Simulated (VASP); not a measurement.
The input files of a VASP run:

File KPOINTS:
```
Automatic mesh
0
Gamma
12 12 12
0 0 0
```

### POSCAR
```
AlN
2.1887660
  0.0000000000   0.9999998639   0.9999998639
  0.9999998639   0.0000000000   0.9999998639
  0.9999998639   0.9999998639   0.0000000000
Al N
1 1
Cart
  0.0000000000   0.0000000000   0.0000000000
  0.4999999319   0.4999999319   0.4999999319
```

### INCAR
```
ALGO = Normal
EDIFF = 1E-7
ENCUT = 520
GGA = PS
ISIF = 2
ISMEAR = -5
LASPH = .TRUE.
LCHARG = .TRUE.
LORBIT = 11
LREAL = .FALSE.
LWAVE = .FALSE.
NEDOS = 601
NELM = 100
PREC = Accurate
SYSTEM = AlN
```

POTCAR, in this order: Al N (PBE.64 set). Program: vasp_std.

Task: Translate this PBEsol calculation to Quantum ESPRESSO's pw.x.

Result: One equivalent input (not run):
```
&CONTROL
  calculation = 'scf'
  pseudo_dir = './pseudo'
  outdir = './out'
  tprnfor = .true.
  tstress = .true.
/
&SYSTEM
  ibrav = 0
  nat = 2
  ntyp = 2
  ecutwfc = 84
  occupations = 'tetrahedra'
  input_dft = 'pbesol'
/
&ELECTRONS
  conv_thr = 7.3e-09
  electron_maxstep = 100
/
ATOMIC_SPECIES
  Al 26.982 Al.upf
  N 14.007 N.upf
CELL_PARAMETERS angstrom
    -0.0000000    2.1887657    2.1887657
     2.1887657    0.0000000    2.1887657
     2.1887657    2.1887657   -0.0000000
ATOMIC_POSITIONS crystal
  Al   0.0000000  0.0000000  0.0000000
  N    0.2500000  0.2500000  0.2500000
K_POINTS automatic
  12 12 12 0 0 0
```
The two are equivalent in intent, not identical: the potentials are each code's own (VASP's PAW set, PseudoDojo norm-conserving files in pw.x), so ENCUT and ecutwfc are chosen apart and not converted; conv_thr bounds pw.x's estimated SCF error, while EDIFF bounds the energy change between steps.

The compound is AlN in the zinc blende structure, a metastable form; wurtzite is the usual one. It was relaxed first.
